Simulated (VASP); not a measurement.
Data:

```
CELL_PARAMETERS angstrom
      1.78345    -3.08903     0.00000
      1.78345     3.08903     0.00000
      0.00000     0.00000     5.51460
ATOMIC_POSITIONS crystal
  Dy 0.33333 0.66667 0.25000
  Dy 0.66667 0.33333 0.75000
```

Method: PBE GGA with D3 dispersion (Becke-Johnson damping), VASP's PBE PAW potentials (set 64) (plane waves; VASP). Run with 520 eV cut-off, 11×11×6 Γ-centred mesh, first-order Methfessel-Paxton smearing of 0.10 eV, potentials Dy_3.

The 4f electrons are frozen in the core of the lanthanide potential, so 4f levels, which can set the real gap, and their magnetism are missing.

Task: What does the run give for the energy per atom (σ→0), band gap (on the k-mesh) with the smallest direct gap where there is one?

Result: 
```
Property                                                     Value
------------------------  ----------------------------------------
band gap (on the k-mesh)  none (metal, semimetal or under 0.01 eV)
energy per atom (σ→0)                               -4.937 eV/atom
```

Only differences to runs with the same potentials and settings are physical.

The compound is Dy in the hcp structure. It was relaxed first. The start is the result of an earlier pass.
